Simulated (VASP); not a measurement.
```
Na2S
1.0
    0.00000     3.27000     3.27000
    3.27000     0.00000     3.27000
    3.27000     3.27000     0.00000
Na S
2 1
Direct
  0.25000   0.25000   0.25000
  0.75000   0.75000   0.75000
  0.00000   0.00000   0.00000
```
Cell charge -0.1.

Calculation: PBE GGA, VASP's PBE PAW potentials (set 64) (plane waves; VASP 6.6.1). Settings: NELECT = 20.1, 400 eV cut-off, 6×6×6 Γ-centred mesh, Gaussian smearing of 0.050 eV, potentials Na_pv S.

The cell is charged, with a uniform compensating background.

**Question.** Give the stress tensor in GPa (positive for a compressed cell).

**Answer.** 
```
2.02  0.00  0.00
0.00  2.02  0.00
0.00  0.00  2.02
```
The pressure is its mean diagonal, 2.02 GPa.

The compound is Na2S in the antifluorite structure. The cell was not relaxed at this level. The run is one of a series of settings (NELECT = 20.1 against the base run), some of them coarse on purpose.
